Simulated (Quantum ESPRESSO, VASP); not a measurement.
Al₂MgC₂ (P1, 5 atoms in the cell) computed with different codes at matched settings

Self-consistent single point, at a second geometry (atoms moved at random). First geometry:

```
Al2MgC2
1.0
    3.34691     0.00000     0.00000
   -1.67345     2.89851     0.00000
    0.00000     0.00000     5.74859
Mg Al C
1 2 2
Direct
  0.00000   0.00000   0.00000
  0.66667   0.33333   0.35001
  0.33333   0.66667   0.64999
  0.33333   0.66667   0.27008
  0.66667   0.33333   0.72992
```

Second geometry:
```
CELL_PARAMETERS angstrom
      3.34691     0.00000     0.00000
     -1.67345     2.89851     0.00000
      0.00000     0.00000     5.74859
ATOMIC_POSITIONS crystal
  Mg 0.98690 0.98013 0.99257
  Al 0.68531 0.34908 0.35137
  Al 0.32882 0.66322 0.65028
  C  0.32774 0.66516 0.27691
  C  0.67123 0.34242 0.72888
```

Shared settings, as Quantum ESPRESSO writes them: occupations = fixed; K_POINTS = automatic 8 8 4 0 0 0. Potentials and cutoffs stand in the table.

```tsv
code	model	ΔF from the first geometry (meV/atom)	pressure (GPa)	largest force (eV/Å)	gap on the mesh (eV)	cutoff
VASP	PBEsol, VASP's PBE PAW potentials (set 64)	17.9	4.09	1.397	1.763	400 eV
Quantum ESPRESSO	PBEsol, GBRV 1.5 ultrasoft (PBESOL) pseudopotentials	17.8	4.80	1.392	1.762	40 Ry
```

Size of the force on each atom (eV/Å): Sizes of forces hide their directions.

```
code                Mg1    Al2    Al3     C4     C5
----------------  -----  -----  -----  -----  -----
VASP              0.513  1.397  0.612  1.171  0.661
Quantum ESPRESSO  0.511  1.392  0.608  1.164  0.652
```

Gaps are read on the mesh.

The spread over the programs that give each value: ΔF from the first geometry within 0.1 meV/atom; pressure within 0.71 GPa; largest force within 0.005 eV/Å; gap on the mesh within 0.001 eV.

VASP's run is marked for a possible Pulay error in its stress at this cutoff; no cutoff test was made.

VASP ran the fixed occupations as a Gaussian smearing of 0.01 eV.

The starting cell comes from a database of computed structures (which also holds hypothetical and non-ambient phases and stackings), without a prior relaxation at this level. Its lattice was rescaled by a random factor within 2.5 % of one. For this run, on top of that: atoms moved at random.

Left out of this page: Ansatz, GPAW, FLEUR and SIESTA (not drawn, or without a comparable value); ABINIT (with a known weakness of the program); CP2K (unsound by tests on forces, stress, charge or solver warnings).
